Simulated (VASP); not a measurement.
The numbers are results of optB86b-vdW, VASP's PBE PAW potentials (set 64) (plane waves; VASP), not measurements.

A VASP calculation is set up with these files.

### KPOINTS
```
k-points along high-symmetry lines
15
Line-mode
Reciprocal
  0.000000   0.000000   0.000000 ! GAMMA
  0.500000   0.000000   0.500000 ! X

  0.500000   0.000000   0.500000 ! X
  0.625000   0.250000   0.625000 ! U

  0.375000   0.375000   0.750000 ! K
  0.000000   0.000000   0.000000 ! GAMMA

  0.000000   0.000000   0.000000 ! GAMMA
  0.500000   0.500000   0.500000 ! L

  0.500000   0.500000   0.500000 ! L
  0.500000   0.250000   0.750000 ! W

  0.500000   0.250000   0.750000 ! W
  0.500000   0.000000   0.500000 ! X
```

POSCAR:
```
CoSi2
1
   -0.0000000000     2.6734043079     2.6734043079
    2.6734043079    -0.0000000000     2.6734043079
    2.6734043079     2.6734043079    -0.0000000000
Co Si
1 2
Direct
  0.0000000000   0.0000000000   0.0000000000
  0.2500000000   0.2500000000   0.2500000000
  0.7500000000   0.7500000000   0.7500000000
```

INCAR:
```
AGGAC = 0.0
ALGO = Normal
EDIFF = 1E-7
ENCUT = 520
GGA = MK
ICHARG = 11
ISMEAR = 0
LASPH = .True.
LCHARG = .False.
LMAXMIX = 4
LORBIT = 11
LREAL = .False.
LUSE_VDW = .True.
LWAVE = .False.
NELM = 100
PARAM1 = 0.1234
PARAM2 = 1.0
PREC = Accurate
SIGMA = 0.05
SYSTEM = CoSi2
```

POTCAR, in this order: Co Si (PBE.64 set). Program: vasp_std. Read from the step before: CHGCAR.

Output of the run:

File OUTCAR:
```
 ion  position               nearest neighbor table
   1  0.000  0.000  0.000-   3 2.32   3 2.32   3 2.32   2 2.32   2 2.32   2 2.32   3 2.32   2 2.32
  LATTYP: Found a face centered cubic cell.
 ALAT       =     5.3468086158
 Subroutine PRICEL returns:
 Original cell was already a primitive cell.
 Subroutine GETGRP returns: Found 48 space group operations
The static configuration has the point symmetry O_h .
The dynamic configuration has the point symmetry O_h .
 Subroutine INISYM returns: Found 48 space group operations
   k-points           NKPTS =     90   k-points in BZ     NKDIM =     90   number of bands    NBANDS=     12
   number of dos      NEDOS =    301   number of ions     NIONS =      3
   total plane-waves  NPLWV =  21952
   dimension x,y,z NGX =    28 NGY =   28 NGZ =   28
   dimension x,y,z NGXF=    56 NGYF=   56 NGZF=   56
   ions per type =               1   2
   PREC   = accura    normal or accurate (medium, high low for compatibility)
   ISTART =      0    job   : 0-new  1-cont  2-samecut
   ICHARG =     11    charge: 1-file 2-atom 10-const
   ISPIN  =      1    spin polarized calculation?
   LNONCOLLINEAR =      F non collinear calculations
   LSORBIT =      F    spin-orbit coupling
   INIWAV =      1    electr: 0-lowe 1-rand  2-diag
   ENCUT  =  520.0 eV  38.22 Ry    6.18 a.u.   7.03  7.03  7.03*2*pi/ulx,y,z
   NELM   =    100;   NELMIN=  2; NELMDL= -5     # of ELM steps
...
```

### OSZICAR
```
       N       E                     dE             d eps       ncg     rms          rms(c)
DAV:   1     0.742347883691E+02    0.74235E+02   -0.70956E+03  2160   0.136E+03
DAV:   2    -0.105165439749E+02   -0.84751E+02   -0.79548E+02  2176   0.252E+02
DAV:   3    -0.141907060752E+02   -0.36742E+01   -0.35874E+01  2788   0.616E+01
DAV:   4    -0.142729681565E+02   -0.82262E-01   -0.81571E-01  2736   0.817E+00
DAV:   5    -0.142750589621E+02   -0.20908E-02   -0.20899E-02  2784   0.138E+00
DAV:   6    -0.142751753917E+02   -0.11643E-03   -0.11643E-03  3212   0.275E-01
DAV:   7    -0.142751768080E+02   -0.14163E-05   -0.14167E-05  2840   0.263E-02
DAV:   8    -0.142751768545E+02   -0.46506E-07   -0.46656E-07  2372   0.380E-03
   1 F= -.14275177E+02 E0= -.14274077E+02  d E =-.219905E-02
```

### OUTCAR
```
 val. band max:       10.9831723632   @ k =   0.0714   0.0714   0.0714

 cond. band min:      10.9965844065   @ k =   0.2857   0.2857   0.2857



 k-point     1 :       0.0000    0.0000    0.0000
  band No.  band energies     occupation
      1      -3.0298      2.00000
      2       6.0105      2.00000
      3       6.0105      2.00000
      4       6.0105      2.00000
      5       8.1843      2.00000
      6       8.1843      2.00000
      7      10.9129      1.96274
      8      13.5423      0.00000
      9      13.5423      0.00000
     10      13.5493      0.00000
     11      13.5897      0.00000
     12      13.5897      0.00000

 k-point     2 :       0.0357    0.0000    0.0357
  band No.  band energies     occupation
      1      -3.0039      2.00000
      2       5.9620      2.00000
      3       6.0116      2.00000
      4       6.0116      2.00000
      5       8.1609      2.00000
      6       8.1911      2.00000
      7      10.9468      1.73921
      8      12.9167      0.00000
      9      12.9168      0.00000
     10      13.4957      0.00000
     11      13.5981      0.00000
     12      14.2526      0.00000

 k-point     3 :       0.0714    0.0000    0.0714
  band No.  band energies     occupation
      1      -2.9261      2.00000
      2       5.8253      2.00000
      3       6.0152      2.00000
      4       6.0152      2.00000
      5       8.0894      2.00000
      6       8.2111      2.00000
      7      11.0367      0.15570
      8      12.3055      0.00000
      9      12.3056      0.00000
     10      13.1986      0.00000
     11      13.7686      0.00000
     12      14.9365      0.00000

 k-point     4 :       0.1071    0.0000    0.1071
  band No.  band energies     occupation
      1      -2.7968      2.00000
      2       5.6221      2.00000
      3       6.0223      2.00000
      4       6.0223      2.00000
      5       7.9662      2.00000
      6       8.2435      2.00000
      7      11.1553      0.00000
...
```

The density is held fixed in this step, so its total energy and stress have no physical meaning.

The compound is CoSi2 in the fluorite structure. It was relaxed first. The run is not spin-polarised, so no magnetic state was tried. The electron count is odd and the run is not spin-polarised, which forces a metal.
